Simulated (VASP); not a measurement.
Input of a VASP 6.6.1 run:

Contents of INCAR:

```
SYSTEM = BN
PREC = Accurate
ENCUT = 520
EDIFF = 1E-7
ISMEAR = 0
SIGMA = 0.02
LREAL = .False.
LASPH = .True.
NELM = 60
ALGO = Normal
ISIF = 3
LWAVE = .False.
LCHARG = .False.
GGA = PE
IVDW = 12
IBRION = 2
NSW = 80
EDIFFG = -0.002
KPAR = 4
```

KPOINTS

```
regular mesh
0
Gamma
  9 9 4
  0 0 0
```

Contents of POSCAR:

```
BN
1.0
    2.4982400000      0.0000000000      0.0000000000
   -1.2491200000      2.1635393000      0.0000000000
    0.0000000000      0.0000000000      6.6357000000
B N
2 2
Direct
    0.3333333300      0.6666666700      0.2500000000
    0.6666666700      0.3333333300      0.7500000000
    0.3333333300      0.6666666700      0.7500000000
    0.6666666700      0.3333333300      0.2500000000
```

Potentials or basis: VASP PAW PBE potentials, release 64 (B, N).

The run is started by

```bash
$ cat potpaw_PBE.64/B/POTCAR potpaw_PBE.64/N/POTCAR > POTCAR
$ mpirun -np 4 vasp_std > vasp.out
```

Estimate the band gap on the k mesh.

4.38 eV, indirect (least direct gap 4.63 eV).

Estimate the relaxed volume.

8.96 Å³/atom.

What does it give for the space group after relaxing (to 0.05 Å)?

P6_3/mmc (No. 194).

Step by step:
```
step  energy change (eV)  largest force (eV/Å)  pressure (GPa)  volume (Å³)
   1              0.0000                0.0000            2.42        35.87
   2              0.0077                0.0000           -4.69        36.57
   3             -0.0029                0.0000           -0.09        36.11
   4             -0.0029                0.0000           -0.04        36.10
   5             -0.0029                0.0000           -0.03        36.08
   6             -0.0030                0.0000           -0.02        36.03
   7             -0.0031                0.0000            0.01        35.92
   8             -0.0030                0.0000            0.06        35.70
   9             -0.0031                0.0000            0.03        35.84
  10             -0.0030                0.0000           -0.22        35.86
  11             -0.0031                0.0000            0.00        35.84
```

Caveat: an odd mesh through Γ misses points on the zone boundary, where band edges often lie.
